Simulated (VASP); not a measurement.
Crystal: Fe.

```
Fe
1.0
    -1.44300    1.44300    1.44300
     1.44300   -1.44300    1.44300
     1.44300    1.44300   -1.44300
Fe
1
Direct
  0.00000 0.00000 0.00000
```

```yaml
Program: VASP 6.6.1
Task: relaxation of cell and atoms
Functional: r2SCAN
Dispersion: rVV10
Potentials_or_basis: VASP PAW PBE potentials, release 64 (Fe)
Cutoff: 600 eV
k_mesh: 18 × 18 × 18
Occupations: methfessel-paxton, width 0.1 eV
Spin: collinear spin, ferromagnetic start
Starting_moments: "[4.0] μB"
```

At the start: pressure -6.2 GPa; volume 12.02 Å³/atom.

Where does the relaxation end?

Over 3 steps the energy falls by 8.5 meV/atom and the volume is 11.61 Å³/atom (-3.4 %); space group Im-3m (No. 229, to 0.05 Å); moment 2.62 μB per cell.

Step by step:
| step | energy change (eV) | largest force (eV/Å) | pressure (GPa) | volume (Å³) |
| --- | --- | --- | --- | --- |
| 1 | 0.0000 | 0.0000 | -6.16 | 12.02 |
| 2 | 0.0004 | 0.0000 | 7.57 | 11.23 |
| 3 | -0.0085 | 0.0000 | 0.00 | 11.61 |

Final structure:
```
Fe
1.0
    -1.42665    1.42665    1.42665
     1.42665   -1.42665    1.42665
     1.42665    1.42665   -1.42665
Fe
1
Cartesian
  0.0000 0.0000 0.0000
```

Caveat: the PAW data sets were made with another functional, which shifts forces and pressure a little.
